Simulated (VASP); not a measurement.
Here is the system:

```
BiKO3
1.0
    4.15946     0.00000     0.00000
    0.00000     4.15946     0.00000
    0.00000     0.00000     4.15946
K Bi O
1 1 3
Cartesian
  0.00000   0.00000   0.00000
  2.07973   2.07973   2.07973
  2.07973   2.07973   0.00000
  0.00000   2.07973   2.07973
  2.07973   0.00000   2.07973
```

Computed with LDA (Ceperley-Alder, Perdew-Zunger), VASP's LDA PAW potentials (set 64) (plane waves; VASP 6.6.1). Numerical set-up: 520 eV cut-off, 7×7×7 Γ-centred mesh, first-order Methfessel-Paxton smearing of 0.10 eV, potentials K_sv Bi_d O.

Unless said otherwise, spin-orbit coupling is left out, though it shifts the bands of the heavy elements here.

Question: Estimate the energy per atom (σ→0), band gap (on the k-mesh) with the smallest direct gap where there is one.

Answer: 
| Quantity | Value |
|---|---|
| band gap (on the k-mesh) | none (metal, semimetal or under 0.01 eV) |
| energy per atom (σ→0) | -5.733 eV/atom |

The absolute energy has meaning only against runs of the same code, potentials and settings.

The structure comes from a computed database's KBiO3 entry (Pm-3m); how it stands against other phases isn't given here. It was relaxed first, which changed the volume by -8 %. The start is the result of an earlier pass.
